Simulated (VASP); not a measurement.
Output of a VASP run:

**OSZICAR**
```
       N       E                     dE             d eps       ncg     rms           ort
DAV:   1     0.964463749154E+02    0.96446E+02   -0.75563E+03   280   0.110E+03
DAV:   2    -0.132180548010E+02   -0.10966E+03   -0.10835E+03   280   0.342E+02
DAV:   3    -0.201862068471E+02   -0.69682E+01   -0.65957E+01   280   0.651E+01
DAV:   4    -0.203119632207E+02   -0.12576E+00   -0.12561E+00   280   0.101E+01
DAV:   5    -0.203142808187E+02   -0.23176E-02   -0.23176E-02   280   0.132E+00
SDA:   6    -0.175036047424E+02    0.28107E+01   -0.23176E-02   280   0.128E+02   0.000E+00
CGA:   7    -0.187756158927E+02   -0.12720E+01   -0.12102E+01   280   0.124E+01   0.303E+00
CGA:   8    -0.190905817832E+02   -0.31497E+00   -0.31880E+00   280   0.925E+00  -0.551E-01
CGA:   9    -0.192039240205E+02   -0.11334E+00   -0.11270E+00   280   0.299E+00  -0.170E-04
CGA:  10    -0.192558080431E+02   -0.51884E-01   -0.51880E-01   280   0.146E+00   0.124E-03
CGA:  11    -0.192814408609E+02   -0.25633E-01   -0.25628E-01   280   0.501E-01   0.127E-03
CGA:  12    -0.192888365964E+02   -0.73957E-02   -0.74032E-02   280   0.140E-01   0.161E-03
CGA:  13    -0.192918455544E+02   -0.30090E-02   -0.30077E-02   280   0.100E-01   0.247E-04
CGA:  14    -0.192941770046E+02   -0.23315E-02   -0.23350E-02   280   0.433E-02  -0.748E-04
CGA:  15    -0.192950802414E+02   -0.90324E-03   -0.90367E-03   280   0.195E-02  -0.197E-04
CGA:  16    -0.192954970653E+02   -0.41682E-03   -0.41634E-03   280   0.955E-03   0.213E-04
CGA:  17    -0.192957114758E+02   -0.21441E-03   -0.21401E-03   280   0.413E-03   0.153E-04
CGA:  18    -0.192958271007E+02   -0.11562E-03   -0.11572E-03   280   0.189E-03  -0.101E-05
CGA:  19    -0.192958687618E+02   -0.41661E-04   -0.41733E-04   280   0.804E-04  -0.422E-05
CGA:  20    -0.192958898727E+02   -0.21111E-04   -0.21324E-04   280   0.416E-04  -0.325E-05
CGA:  21    -0.192959008909E+02   -0.11018E-04   -0.10980E-04   280   0.197E-04   0.625E-06
CGA:  22    -0.192959059275E+02   -0.50366E-05   -0.49895E-05   280   0.925E-05   0.156E-05
CGA:  23    -0.192959085741E+02   -0.26466E-05   -0.26243E-05   280   0.429E-05   0.536E-06
CGA:  24    -0.192959098891E+02   -0.13150E-05   -0.13432E-05   280   0.189E-05  -0.418E-06
SDA:  25    -0.192959104686E+02   -0.57951E-06   -0.66797E-06   280   0.117E-05  -0.565E-06
   1 F= -.19295910E+02 E0= -.19295431E+02  d E =-.143704E-02
```

**OUTCAR**
```
------------------------ aborting loop because EDIFF is reached ----------------------------------------
  FORCE on cell =-STRESS in cart. coord.  units (eV):
  Direction    XX          YY          ZZ          XY          YZ          ZX
  --------------------------------------------------------------------------------------
  Total        0.1330437      0.1330437      0.1330437      0.0000000      0.0000000      0.0000000
  in kB        3.0928095      3.0928095      3.0928095      0.0000000      0.0000000      0.0000000
  external PRESSURE =       3.0928095 kB  Pullay stress =       0.0000000 kB
  volume of cell :       68.92
      direct lattice vectors                 reciprocal lattice vectors
     4.100000000  0.000000000  0.000000000     0.243902439  0.000000000  0.000000000
     0.000000000  4.100000000  0.000000000     0.000000000  0.243902439  0.000000000
     0.000000000  0.000000000  4.100000000     0.000000000  0.000000000  0.243902439
 POSITION                                       TOTAL-FORCE (eV/Angst)
 -----------------------------------------------------------------------------------
      0.00000      0.00000      0.00000         0.000000      0.000000      0.000000
      0.00000      2.05000      2.05000         0.000000      0.000000      0.000000
      2.05000      0.00000      2.05000         0.000000      0.000000      0.000000
      2.05000      2.05000      0.00000         0.000000      0.000000      0.000000
 -----------------------------------------------------------------------------------
    total drift:                               -0.000000     -0.000000     -0.000000
  FREE ENERGIE OF THE ION-ELECTRON SYSTEM (eV)
  ---------------------------------------------------
  free  energy   TOTEN  =       -19.2959104686 eV

  energy  without entropy=      -19.2944734286  energy(sigma->0) =      -19.29543146
```
(Selected blocks of OUTCAR.)

### POSCAR
```
Al3Sc
1
    4.1000000000     0.0000000000     0.0000000000
    0.0000000000     4.1000000000     0.0000000000
    0.0000000000     0.0000000000     4.1000000000
Sc Al
1 3
Direct
  0.0000000000   0.0000000000   0.0000000000
  0.0000000000   0.5000000000   0.5000000000
  0.5000000000   0.0000000000   0.5000000000
  0.5000000000   0.5000000000   0.0000000000
```

Problem. Write an INCAR and KPOINTS that could have produced this output.

Solution. One answer among several that fit: the input of the run itself, PBE GGA, plane waves, VASP's PBE PAW potentials (set 64).

### KPOINTS
```
Automatic mesh
0
Gamma
7 7 7
0 0 0
```

INCAR:
```
SYSTEM = Al3Sc
PREC = Accurate; ENCUT = 400; LREAL = .FALSE.
LASPH = .TRUE.
EDIFF = 1E-6; NELM = 100; ALGO = All
LMAXMIX = 4
ISMEAR = 1; SIGMA = 0.1
GGA = PE
ISIF = 2
LWAVE = .FALSE.; LCHARG = .FALSE.
```

POTCAR, in this order: Sc_sv Al (PBE.64 set). Program: vasp_std.

The compound is Al3Sc in the L1_2 structure. The cell was not relaxed at this level. The run is one of a series of settings (ALGO = All against the base run), some of them coarse on purpose.
